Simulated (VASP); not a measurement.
An input for Ansatz (written as the equivalent of a VASP run, and not itself run):

Ansatz 0.2 input:
```yaml
crystal:
  lattice:
    - [0.0000000, 3.0390053, 3.0390053]
    - [3.0390053, 0.0000000, 3.0390053]
    - [3.0390053, 3.0390053, 0.0000000]
  atoms:
    - { symbol: Li, position: [0.2500000, 0.2500000, 0.2500000] }
    - { symbol: Li, position: [0.7500000, 0.7500000, 0.7500000] }
    - { symbol: Se, position: [1.0000000, 1.0000000, 0.0000000] }
kpoints:
  mp_grid: { grid: [7, 7, 7] }
hamiltonian:
  xc: r2scan
  dispersion: rvv10
  pseudopotentials: { kind: paw }
scf:
  occupations: { method: gaussian, width: 0.05 }
  max_iter: 100
output: { forces: true, stress: true, eigenvalues: true }
```

Problem. Write the VASP files for the same calculation (r2SCAN+rVV10).

Solution. Several could match; the one computed here: 
POSCAR:
```
Li2Se
1
    0.0000000000     3.0390052532     3.0390052532
    3.0390052532     0.0000000000     3.0390052532
    3.0390052532     3.0390052532     0.0000000000
Li Se
2 1
Direct
  0.2500000000   0.2500000000   0.2500000000
  0.7500000000   0.7500000000   0.7500000000
  1.0000000000   1.0000000000   0.0000000000
```

File KPOINTS:
```
Automatic mesh
0
Gamma
7 7 7
0 0 0
```

**INCAR**
```
SYSTEM = Li2Se
PREC = Accurate
ENCUT = 520
EDIFF = 1E-7
NELM = 100
ALGO = Normal
LREAL = .FALSE.
LASPH = .TRUE.
ISMEAR = 0
SIGMA = 0.05
METAGGA = R2SCAN
LUSE_VDW = .TRUE.
BPARAM = 11.95
CPARAM = 0.0093
LMIXTAU = .TRUE.
LMAXMIX = 4
LWAVE = .FALSE.
LCHARG = .FALSE.
ISIF = 2
```

POTCAR, in this order: Li_sv Se (PBE.64 set). Program: vasp_std.

The two are equivalent in intent, not identical: each code has its own PAW files, so the cut-off isn't converted (ENCUT is set for VASP's; basis.ecutwfc is left out, and Ansatz then takes the one that its files recommend); Ansatz stops its SCF on the density residual and VASP on the energy change (EDIFF).

The compound is Li2Se in the antifluorite structure. This cell is one point of a volume scan, at 1.06 of the reference volume.
